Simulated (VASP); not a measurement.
The system is Mg9Bi2Sb4.

```xyz
15
Lattice="0.0000 0.0000 7.2860 6.9129 3.9911 0.0000 -6.9129 3.9911 0.0000" Properties=species:S:1:pos:R:3 pbc="T T T"
Mg    0.0000    2.6608    4.5902
Mg    4.6086    2.6608    4.5902
Mg   -4.6086    2.6608    4.5902
Mg    2.3043    1.3304    2.6958
Mg    0.0000    5.3215    2.6958
Mg   -2.3043    1.3304    2.6958
Mg    0.0000    0.0000    0.0000
Mg   -2.3043    3.9911    0.0000
Mg    2.3043    3.9911    0.0000
Bi    0.0000    2.6608    1.7122
Bi    2.3043    1.3304    5.5738
Sb    4.6086    2.6608    1.7122
Sb   -4.6086    2.6608    1.7122
Sb    0.0000    5.3215    5.5738
Sb   -2.3043    1.3304    5.5738
```

The cell was built by a generator and needn't be a form met in nature.

* Program: VASP 6.6.1
* Task: relaxation of cell and atoms
* Functional: PBEsol
* Potentials or basis: VASP PAW PBE potentials, release 64 (Mg, Bi_d, Sb)
* Cutoff: 600 eV
* k mesh: 4 × 4 × 4
* Occupations: gaussian, width 0.03 eV
* Spin: no spin polarisation

At the start: pressure -0.1 GPa; volume 26.80 Å³/atom.

Q: How do energy, volume and symmetry change on relaxing?

A: Over 17 steps the energy falls by 13.3 meV/atom and the volume is 26.36 Å³/atom (-1.6 %); space group C2/m (No. 12, to 0.05 Å).

Step by step:
```tsv
step	energy change (eV)	largest force (eV/Å)	pressure (GPa)	volume (Å³)
1	0.0000	0.7339	-0.15	402.04
2	-0.0933	0.4783	-0.18	400.60
3	-0.1586	0.1511	-0.14	398.16
4	-0.1592	0.1502	-0.13	397.91
5	-0.1835	0.1286	0.03	395.79
6	-0.1893	0.1096	0.17	394.14
7	-0.1920	0.0889	-0.10	396.31
8	-0.1920	0.0873	-0.12	396.49
9	-0.1947	0.0612	-0.07	396.00
10	-0.1963	0.0484	0.02	395.24
11	-0.1976	0.0300	0.01	395.37
12	-0.1981	0.0217	0.01	395.49
13	-0.1982	0.0216	0.01	395.53
14	-0.1986	0.0154	-0.02	395.77
15	-0.1987	0.0134	-0.03	395.92
16	-0.1987	0.0130	-0.04	396.00
17	-0.1989	0.0096	0.01	395.44
```

Final structure:
```yaml
crystal:
  lattice:
    - [0.00040, -0.00023, 7.23639]
    - [6.87934, 3.97425, 0.00025]
    - [-6.87721, 3.97056, -0.00051]
  atoms:
    - { symbol: Mg, position: [0.63097, 0.33333, 0.33672] }
    - { symbol: Mg, position: [0.63079, 0.66938, 0.00000] }
    - { symbol: Mg, position: [0.63079, 0.99728, 0.66395] }
    - { symbol: Mg, position: [0.36903, 0.33333, 0.99661] }
    - { symbol: Mg, position: [0.36921, 0.66938, 0.66939] }
    - { symbol: Mg, position: [0.36921, 0.99728, 0.33334] }
    - { symbol: Mg, position: [0.00000, 0.98326, 0.99163] }
    - { symbol: Mg, position: [0.00000, 0.33333, 0.66667] }
    - { symbol: Mg, position: [0.00000, 0.68341, 0.34171] }
    - { symbol: Bi, position: [0.21613, 0.33333, 0.33268] }
    - { symbol: Bi, position: [0.78387, 0.33333, 0.00066] }
    - { symbol: Sb, position: [0.22525, 0.66668, 0.00019] }
    - { symbol: Sb, position: [0.22525, 0.99999, 0.66684] }
    - { symbol: Sb, position: [0.77475, 0.66668, 0.66649] }
    - { symbol: Sb, position: [0.77475, 0.99999, 0.33314] }
```

Caveat: the PAW data sets were made with another functional, which shifts forces and pressure a little.
